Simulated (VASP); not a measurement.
Consider the following.

```
CELL_PARAMETERS angstrom
      2.73688     0.00000     0.00000
     -1.36844     2.37021     0.00000
      0.00000     0.00000     4.75975
ATOMIC_POSITIONS crystal
  Pt 0.66667 0.33333 0.75000
  Pt 0.33333 0.66667 0.25000
```

The numbers are results of r2SCAN meta-GGA, VASP's PBE PAW potentials (set 64) (plane waves; VASP 6.6.1), not measurements. Numerical set-up: 400 eV cut-off, 17×17×9 Γ-centred mesh, tetrahedra with Blöchl corrections, potentials Pt.

Unless said otherwise, spin-orbit coupling is left out, though it shifts the bands of the heavy elements here.

Q: What does the run give for the energy per atom (σ→0), band gap (over mesh and band path) with the smallest direct gap where there is one?

A: 
The band gap (over mesh and band path) is none (metal, semimetal or under 0.01 eV). The energy per atom (σ→0) comes out as -51.444 eV/atom.

The absolute energy has meaning only against runs of the same code, potentials and settings.

The structure comes from a computed database's Pt entry (P6_3/mmc); how it stands against other phases isn't given here. It was relaxed first.
